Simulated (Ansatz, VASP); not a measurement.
# HfNbSe4: VASP beside Ansatz

Contents of INCAR:

```
ALGO = Normal
EDIFF = 1E-6
EDIFFG = -0.01
ENCUT = 600
GGA = PE
IBRION = 2
ISIF = 3
ISMEAR = 0
LASPH = T
LCHARG = F
LREAL = F
LWAVE = F
NELM = 100
NSW = 100
PREC = Accurate
SIGMA = 0.1
```

The input KPOINTS:

```
k-points
0
Gamma
  8 8 8
```

Contents of POSCAR:

```
HfNbSe4
1.0
    0.0000000000      3.9233409053      3.9233409053
    3.9233409053      0.0000000000      3.9233409053
    3.9233409053      3.9233409053      0.0000000000
Hf Nb Se
1 1 4
Direct
    0.2500000000      0.2500000000      0.2500000000
    0.0000000000      0.0000000000      0.0000000000
    0.6252176320      0.6252176320      0.1243471041
    0.6252176320      0.1243471041      0.6252176320
    0.1243471041      0.6252176320      0.6252176320
    0.6252176320      0.6252176320      0.6252176320
```

Input for Ansatz:

```yaml
crystal:
  lattice:
    - [0.0, 3.9233409053, 3.9233409053]
    - [3.9233409053, 0.0, 3.9233409053]
    - [3.9233409053, 3.9233409053, 0.0]
  atoms:
    - { symbol: Hf, position: [0.25, 0.25, 0.25] }
    - { symbol: Nb, position: [0.0, 0.0, 0.0] }
    - { symbol: Se, position: [0.625217632, 0.625217632, 0.1243471041] }
    - { symbol: Se, position: [0.625217632, 0.1243471041, 0.625217632] }
    - { symbol: Se, position: [0.1243471041, 0.625217632, 0.625217632] }
    - { symbol: Se, position: [0.625217632, 0.625217632, 0.625217632] }
basis:
  ecutwfc: 420
kpoints:
  mp_grid: { grid: [8, 8, 8] }
hamiltonian:
  xc: pbe
scf:
  occupations: { method: gaussian, width: 0.1 }
output:
  forces: true
  stress: true
  eigenvalues: true
relax:
  adjacent_minimum: "off"
  f_tol: 0.01
  max_steps: 80
  cell: { stress_tol: 0.05 }
```

Change from the starting cell: species swapped into the CeLuAl4 type (F-43m, No. 216).

Alike in both runs: task relaxation of cell and atoms; functional PBE; k mesh 8 × 8 × 8; occupations gaussian, width 0.1 eV; no spin polarisation.

```csv
,VASP,Ansatz
version,VASP 6.6.1,Ansatz 0.2.0
potentials or method,"VASP PAW PBE potentials, release 64 (Hf_pv, Nb_sv, Se)","scalar-relativistic, plane waves, PAW"
plane-wave cutoff (eV),600,420
valence electrons in the cell,47,103
```

```tsv
	VASP	Ansatz	Ansatz less VASP
gap on the k mesh at the Fermi level, each at its own relaxed structure (eV)	none	none	-
relaxed volume (Å³/atom)	20.02	20.05	+0.036
relaxed cell length with the largest relative difference (Å)	5.538	5.541	+0.0033
```

A gap of «none» marks a metal or a gap that the smearing closes. The two sets of potentials don't hold the same shells in valence.

The runs have no spin-orbit coupling, so splittings on Hf are missing.
